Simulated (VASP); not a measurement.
# Co2Cl3 (P-3m1) in VASP: reference runs

How does Co2Cl3 come out in PBE? The cell is run as given.

Everything below comes from runs of VASP 6.6.1. Logs are shortened: lines on timing, memory, paths and dates and some standing lists are left out, and cuts for length are marked.

## 1. Starting point

The structure is trigonal, space group P-3m1 (No. 164). The conventional cell has a = 4.033 Å, b = 4.033 Å, c = 6.453 Å, α = 90.00°, β = 90.00°, γ = 120.00°. Co (site symmetry 3m) is surrounded by 4 Cl at 2.42 to 2.56 Å. Cl (site symmetry 3m) has 4 Co at 2.42 to 2.56 Å as nearest neighbours. Cl (site symmetry -3m) has 6 Co at 2.83 Å as nearest neighbours.

The cell was built by a generator and needn't be a form met in nature.

## 2. Single point, PBE, collinear spin, ferromagnetic start

Contents of INCAR:

```
PREC = Accurate
ENCUT = 520
EDIFF = 1E-7
ISMEAR = -1
SIGMA = 0.05
LREAL = False
LASPH = True
NELM = 100
ALGO = Normal
ISIF = 2
LWAVE = False
LCHARG = False
ISPIN = 2
MAGMOM = 2 2 0 0 0
LORBIT = 11
LMAXMIX = 4
GGA = PE
NBANDS = 32
```

Contents of KPOINTS:

```
regular mesh
0
Gamma
  8 8 4
```

Contents of POSCAR:

```
Co2Cl3
1.0
    4.0330717700      0.0000000000      0.0000000000
   -2.0165358800      3.4927426100      0.0000000000
    0.0000000000      0.0000000000      6.4534990700
Co Cl
2 3
Direct
    0.6666666700      0.3333333300      0.7501509800
    0.3333333300      0.6666666700      0.2498490200
    0.6666666700      0.3333333300      0.3536560200
    0.3333333300      0.6666666700      0.6463439800
    0.0000000000      0.0000000000      0.0000000000
```

Potentials or basis: VASP PAW PBE potentials, release 64 (Co, Cl).

The run is started by

```
cat potpaw_PBE.64/Co/POTCAR potpaw_PBE.64/Cl/POTCAR > POTCAR
mpirun -np 1 vasp_std > vasp.out
```

OUTCAR:

```text
PREC = Accurate
   ENCUT = 520
   EDIFF = 1E-7
   ISMEAR = -1
   LREAL = False
   LASPH = True
   NELM = 100
   ISIF = 2
   ISPIN = 2
   LORBIT = 11
   GGA = PE

 ion  position               nearest neighbor table
   1  0.667  0.333  0.750-   4 2.42   4 2.42   4 2.42   3 2.56   5 2.83   5 2.83   5 2.83
   2  0.333  0.667  0.250-   3 2.42   3 2.42   3 2.42   4 2.56   5 2.83   5 2.83   5 2.83
   3  0.667  0.333  0.354-   2 2.42   2 2.42   2 2.42   1 2.56
   4  0.333  0.667  0.646-   1 2.42   1 2.42   1 2.42   2 2.56
   5  0.000  0.000  0.000-   1 2.83   2 2.83   2 2.83   1 2.83   1 2.83   2 2.83

  LATTYP: Found a hexagonal cell.
 ALAT       =     4.0330717700
 C/A-ratio  =     1.6001448618

  Lattice vectors:

 A1 = (   4.0330717700,   0.0000000000,   0.0000000000)
 A2 = (  -2.0165358800,   3.4927426100,   0.0000000000)
 A3 = (   0.0000000000,   0.0000000000,   6.4534990700)

Analysis of symmetry for initial positions (statically):
=====================================================================
 Subroutine PRICEL returns:
 Original cell was already a primitive cell.

 Routine SETGRP: Setting up the symmetry group for a
 hexagonal supercell.

 Subroutine GETGRP returns: Found 12 space group operations
 (whereof 12 operations were pure point group operations)
 out of a pool of 24 trial point group operations.

The static configuration has the point symmetry D_3d.

Analysis of symmetry for dynamics (positions and initial velocities):
=====================================================================
 Subroutine PRICEL returns:
 Original cell was already a primitive cell.

 Routine SETGRP: Setting up the symmetry group for a
 hexagonal supercell.

 Subroutine GETGRP returns: Found 12 space group operations
 (whereof 12 operations were pure point group operations)
 out of a pool of 24 trial point group operations.

The dynamic configuration has the point symmetry D_3d.

Analysis of structural, dynamic, and magnetic symmetry:
=====================================================================
 Subroutine PRICEL returns:
 Original cell was already a primitive cell.

 Routine SETGRP: Setting up the symmetry group for a
 hexagonal supercell.

 Subroutine GETGRP returns: Found 12 space group operations
 (whereof 12 operations were pure point group operations)
 out of a pool of 24 trial point group operations.

The overall configuration has the point symmetry D_3d.

 Subroutine INISYM returns: Found 12 space group operations
 (whereof 12 operations are pure point group operations),
 and found     1 'primitive' translations

----------------------------------------------------------------------------------------

                                     Primitive cell

  volume of cell :      90.9071

  direct lattice vectors                    reciprocal lattice vectors
     4.033071770  0.000000000  0.000000000     0.247949964  0.143153978  0.000000000
    -2.016535880  3.492742610  0.000000000     0.000000000  0.286307957  0.000000000
     0.000000000  0.000000000  6.453499070     0.000000000  0.000000000  0.154954698

  length of vectors
     4.033071770  4.033071769  6.453499070     0.286307957  0.286307957  0.154954698

  position of ions in fractional coordinates (direct lattice)
     0.666666670  0.333333330  0.750150980
     0.333333330  0.666666670  0.249849020
     0.666666670  0.333333330  0.353656020
     0.333333330  0.666666670  0.646343980
     0.000000000  0.000000000  0.000000000

  ion indices of the primitive-cell ions
   primitive index   ion index
                 1           1
                 2           2
                 3           3
                 4           4
                 5           5

----------------------------------------------------------------------------------------

 KPOINTS: regular mesh

Automatic generation of k-mesh.
 Grid dimensions read from file:
 generate k-points for:    8    8    4

 Generating k-lattice:

  Cartesian coordinates                     Fractional coordinates (reciprocal lattice)
     0.030993745  0.017894247  0.000000000     0.125000000  0.000000000  0.000000000
     0.000000000  0.035788495  0.000000000     0.000000000  0.125000000  0.000000000
     0.000000000  0.000000000  0.038738675     0.000000000  0.000000000  0.250000000

  Length of vectors
     0.035788495  0.035788495  0.038738675

  Shift w.r.t. Gamma in fractional coordinates (k-lattice)
     0.000000000  0.000000000  0.000000000

 Subroutine IBZKPT returns following result:
 ===========================================

 Found     35 irreducible k-points:

 Following reciprocal coordinates:
            Coordinates               Weight
  0.000000  0.000000  0.000000      1.000000
  0.125000 -0.000000  0.000000      6.000000
  0.250000 -0.000000  0.000000      6.000000
  0.375000 -0.000000  0.000000      6.000000
  0.500000 -0.000000  0.000000      3.000000
  0.125000  0.125000  0.000000      6.000000
[... 16 lines left out ...]
 -0.125000  0.500000  0.250000     12.000000
  0.250000  0.250000  0.250000     12.000000
 [... further k-points ...]
   k-points           NKPTS =     35   k-points in BZ     NKDIM =     35   number of bands    NBANDS=     32
   number of dos      NEDOS =    301   number of ions     NIONS =      5
   total plane-waves  NPLWV =  43200
   dimension x,y,z NGX =    30 NGY =   30 NGZ =   48
   dimension x,y,z NGXF=    60 NGYF=   60 NGZF=   96
   ions per type =               2   3
   NGX,Y,Z   is equivalent  to a cutoff of  12.37, 12.37, 12.37 a.u.
   NGXF,Y,Z  is equivalent  to a cutoff of  24.73, 24.73, 24.73 a.u.
 SYSTEM =  unknown system
   PREC   = accura    normal or accurate (medium, high low for compatibility)
   ISTART =      0    job   : 0-new  1-cont  2-samecut
   ICHARG =      2    charge: 1-file 2-atom 10-const
   ISPIN  =      2    spin polarized calculation?
   LNONCOLLINEAR =      F non collinear calculations
   LSORBIT =      F    spin-orbit coupling
   LASPH  =      T    aspherical Exc in radial PAW
   ENCUT  =  520.0 eV  38.22 Ry    6.18 a.u.   7.50  7.50 12.00*2*pi/ulx,y,z
   NELM   =    100;   NELMIN=  2; NELMDL= -5     # of ELM steps
   EDIFF  = 0.1E-06   stopping-criterion for ELM
   LREAL  =      F    real-space projection
   EDIFFG = 0.1E-05   stopping-criterion for IOM
   NSW    =      0    number of steps for IOM
   IBRION =     -1    ionic relax: 0-MD 1-quasi-New 2-CG
   NFREE  =      0    steps in history (QN), initial steepest desc. (CG)
   ISIF   =      2    stress and relaxation
   ISYM   =      2    0-nonsym 1-usesym 2-fastsym
   POTIM  = 0.5000    time-step for ionic-motion
   TEBEG  =    0.0;   TEEND  =   0.0 temperature during run
   PSTRESS=    0.0 pullay stress
   NELECT =      39.0000    total number of electrons
   NUPDOWN=      -1.0000    fix difference up-down
   EMIN   =  10.00;   EMAX   =-10.00  energy-range for DOS
   EFERMI =   0.00;   METHOD = LEGACY
   ISMEAR =    -1;   SIGMA  =   0.05  broadening in eV -4-tet -1-fermi 0-gaus
   EFERMI_NEDOS =   21; number of points for ismear=-14 and -15
   IALGO  =     38    algorithm
   IMIX   =      4    mixing-type and parameters
     AMIX     =   0.40;   BMIX     =  1.00
     AMIX_MAG =   1.60;   BMIX_MAG =  1.00
  volume/ion in A,a.u.               =      18.18       122.69
  Fermi-wavevector in a.u.,A,eV,Ry     =   1.234707  2.333257 20.742087  1.524500
  Thomas-Fermi vector in A             =   2.369386
   LORBIT       =     11    0 simple, 1 ext, 2 COOP (PROOUT), +10 PAW based schemes
   GGA     = PE    functional components
   LHFCALC =     F    Hartree Fock is set to
   AEXX    =    0.0000 exact exchange contribution
   IVDW    =     0    specifies the selected vdW correction
   LEPSILON=     F    determine dielectric tensor
   LRPA    =     F    only Hartree local field effects (RPA)
 spin polarized calculation
  energy-cutoff  :      520.00
  volume of cell :       90.91
 maximum number of plane-waves:      2474
 NGX is ok and might be reduce to    30
   NGX = 15   NGY = 15   NGZ = 23

 number of electron      38.9999978 magnetization       5.0000134

 Free energy of the ion-electron system (eV)
  ---------------------------------------------------
  ext. energy  EPLUGINS =         0.00000000
  ---------------------------------------------------
  free energy    TOTEN  =       -20.09794229 eV

  energy without entropy =      -20.07250587  energy(sigma->0) =      -20.08522408

 E-fermi :   5.7514     XC(G=0): -10.1044

 val. band max:        5.7450997916   @ k =   0.3750   0.1250   0.5000
 cond. band min:       5.7532300493   @ k =   0.2500   0.1250   0.0000
 fundamental gap:      0.0081302577
 Fermi energy:         5.7514301010

 spin component 1

 k-point     1 :       0.0000    0.0000    0.0000
  band No.  band energies     occupation
      1     -11.8817      1.00000
      2     -10.4771      1.00000
      3     -10.1792      1.00000
      4      -0.3263      1.00000
      5      -0.2985      1.00000
      6      -0.2985      1.00000
[... 805 lines left out ...]
     30      14.3255      0.00000
     31      14.7301      0.00000

 [... further k-points ...]

 spin component 2

 k-point     1 :       0.0000    0.0000    0.0000
  band No.  band energies     occupation
      1     -11.7151      1.00000
      2     -10.2918      1.00000
      3     -10.0315      1.00000
      4      -0.0250      1.00000
      5       0.2272      1.00000
      6       0.2341      1.00000
[... 805 lines left out ...]
     30      14.5808      0.00000
     31      15.0178      0.00000

 [... further k-points ...]

 [bands above 31 left out]

------------------------ aborting loop because EDIFF is reached ----------------------------------------

  FORCE on cell =-STRESS in cart. coord.  units (eV):
  Direction    XX          YY          ZZ          XY          YZ          ZX
  --------------------------------------------------------------------------------------
  -------------------------------------------------------------------------------------
  Total       -0.8861322     -0.8861322      4.5287142     -0.0000000      0.0000000     -0.0000000
  in kB      -15.6174931    -15.6174931     79.8155877     -0.0000000      0.0000000     -0.0000000
  external PRESSURE =      16.1935338 kB  Pullay stress =       0.0000000 kB

 VOLUME and BASIS-vectors are now :
 -----------------------------------------------------------------------------
  energy-cutoff  :      520.00
  volume of cell :       90.91
      direct lattice vectors                 reciprocal lattice vectors
     4.033071770  0.000000000  0.000000000     0.247949964  0.143153978  0.000000000
    -2.016535880  3.492742610  0.000000000     0.000000000  0.286307957  0.000000000
     0.000000000  0.000000000  6.453499070     0.000000000  0.000000000  0.154954698

 POSITION                                       TOTAL-FORCE (eV/Angst)
 -----------------------------------------------------------------------------------
      2.01654      1.16425      4.84110        -0.000000      0.000000      0.581281
     -0.00000      2.32850      1.61240         0.000000     -0.000000     -0.581281
      2.01654      1.16425      2.28232         0.000000     -0.000000     -0.692158
     -0.00000      2.32850      4.17118        -0.000000      0.000000      0.692158
      0.00000      0.00000      0.00000        -0.000000      0.000000      0.000000
 -----------------------------------------------------------------------------------
    total drift:                               -0.000000      0.000000      0.000000

  FREE ENERGIE OF THE ION-ELECTRON SYSTEM (eV)
  ---------------------------------------------------
  free  energy   TOTEN  =       -20.0979422936 eV

  energy  without entropy=      -20.0725058734  energy(sigma->0) =      -20.08522408

 total charge

# of ion       s       p       d       tot
------------------------------------------
    1        0.240   0.229   7.251   7.720
    2        0.240   0.229   7.251   7.720
    3        1.605   3.519   0.000   5.124
    4        1.605   3.519   0.000   5.124
    5        1.605   3.489   0.000   5.094
--------------------------------------------------
tot          5.297  10.984  14.501  30.782

 magnetization (x)

# of ion       s       p       d       tot
------------------------------------------
    1        0.012   0.014   2.203   2.229
    2        0.012   0.014   2.203   2.229
    3        0.009   0.125   0.000   0.134
    4        0.009   0.125   0.000   0.134
    5        0.009   0.104   0.000   0.113
--------------------------------------------------
tot          0.052   0.382   4.406   4.840
```

Wall time 2.8 min (1 thread of Intel Xeon Platinum 8559C (Emerald Rapids), shared host); peak memory 0.31 GiB.

What came out:

```
Free energy                                           : -20.0979 eV
Pressure                                              : 1.6 GPa
Largest force                                         : 0.692 eV/Å
Band gap on the k mesh                                : none (metal or under the smearing width)
Net moment                                            : 5.00 μB per cell
Site moments                                          : Co +2.23; Cl +0.13, +0.11 μB
Valence electrons inside the program's atomic spheres : Co 7.72; Cl 5.12, 5.09
```

Forces in eV/Å, atoms in the order of the input:
```
Co   0.000  0.000  0.581
Co   0.000  0.000 -0.581
Cl   0.000  0.000 -0.692
Cl   0.000  0.000  0.692
Cl   0.000  0.000  0.000
```

Caveat: semilocal functionals often make such compounds metallic where correlation or magnetic order opens a gap, which also shifts bond lengths.
